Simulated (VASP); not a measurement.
Crystal: Zr3S2.

```
Zr S
1.0
     2.90254    1.67578    3.48777
    -2.90254    1.67578    3.48777
     0.00000   -3.35156    3.48777
Zr S
3 2
Direct
  0.83873 0.50000 0.16127
  0.50000 0.16127 0.83873
  0.16127 0.83873 0.50000
  0.66502 0.66502 0.66502
  0.33498 0.33498 0.33498
```

The cell comes from a database or a generator and needn't be the stable form of this composition.

Base run:

```yaml
Program: VASP 6.6.1
Functional: PBE
Potentials_or_basis: VASP PAW PBE potentials, release 64 (Zr_sv, S)
Cutoff: 520 eV
k_mesh: 6 × 6 × 6
Occupations: fermi-dirac, width 0.05 eV
Spin: no spin polarisation
```

Its results: band gap on the k mesh none (metal or under the smearing width); pressure -0.9 GPa; largest force 0.055 eV/Å.

**Question.** The run is repeated on the same cell with these changes: functional from PBE to PBEsol. What comes out?

**Answer.** Band gap on the k mesh none (metal or under the smearing width); pressure -5.0 GPa; largest force 0.126 eV/Å.

PBEsol binds more tightly than PBE, so the same cell stands under less pressure.

Caveats: the PAW data sets were made with another functional, which shifts forces and pressure a little (some runs).

Not every run made on this cell is shown here.
